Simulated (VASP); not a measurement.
A convergence study with VASP on CsPbBr$_{3}$ (cubic perovskite): one setting is varied, all else stays as given below, so the limit is that of these other settings. Each run relaxes cell and ions from the cell shown. The basis is that of the starting cell, so low cut-offs carry a Pulay error.

```
CELL_PARAMETERS angstrom
      5.87000     0.00000     0.00000
      0.00000     5.87000     0.00000
      0.00000     0.00000     5.87000
ATOMIC_POSITIONS crystal
  Cs 0.00000 0.00000 0.00000
  Pb 0.50000 0.50000 0.50000
  Br 0.50000 0.00000 0.50000
  Br 0.00000 0.50000 0.50000
  Br 0.50000 0.50000 0.00000
```

Calculation: PBE GGA, VASP's PBE PAW potentials (set 64) (plane waves; VASP 6.6.1). The tightest run used: 700 eV cut-off, 3×3×3 Γ-centred mesh, Gaussian smearing of 0.050 eV, potentials Cs_sv Pb_d Br.

Unless said otherwise, spin-orbit coupling is left out, though it shifts the bands of the heavy elements here. Gaps are read on the run's mesh, which can miss a band edge.

Question: The settings run are ENCUT = 200; ENCUT = 250; ENCUT = 300; ENCUT = 350; ENCUT = 400; ENCUT = 450; ENCUT = 500; ENCUT = 550; ENCUT = 600; ENCUT = 650; ENCUT = 700. From which on does the relaxed volume stay within 0.1 Å³/atom of the tightest run?

Answer: From ENCUT = 450 on: it is off by 0.042 there and by no more than 0.1 in any finer run, while ENCUT = 400 is off by 0.136.
| setting | relaxed volume (Å³/atom) | E (eV/atom) | gap on the mesh (eV) | plane waves | difference judged (Å³/atom) |
|---|---|---|---|---|---|
| ENCUT = 200 | 37.889 | -3.1882 | 4.012 | 1310 | 4.835 |
| ENCUT = 250 | 42.163 | -3.1963 | 3.963 | 1839 | 0.561 |
| ENCUT = 300 | 42.488 | -3.1979 | 3.958 | 2390 | 0.236 |
| ENCUT = 350 | 42.419 | -3.1976 | 3.959 | 3018 | 0.305 |
| ENCUT = 400 | 42.588 | -3.1991 | 3.956 | 3743 | 0.136 |
| ENCUT = 450 | 42.682 | -3.1998 | 3.954 | 4390 | 0.042 |
| ENCUT = 500 | 42.695 | -3.1998 | 3.954 | 5146 | 0.029 |
| ENCUT = 550 | 42.700 | -3.1998 | 3.954 | 5960 | 0.024 |
| ENCUT = 600 | 42.715 | -3.1999 | 3.954 | 6764 | 0.009 |
| ENCUT = 650 | 42.726 | -3.2000 | 3.954 | 7624 | 0.002 |
| ENCUT = 700 | 42.724 | -3.2000 | 3.954 | 8545 | 0.000 |

Left out are rungs that failed or repeat a setting and relaxations that didn't move; long series are thinned to 24 rows.

The compound is CsPbBr3 in the cubic perovskite structure, the ideal cubic form; the compound distorts at low or room temperature.
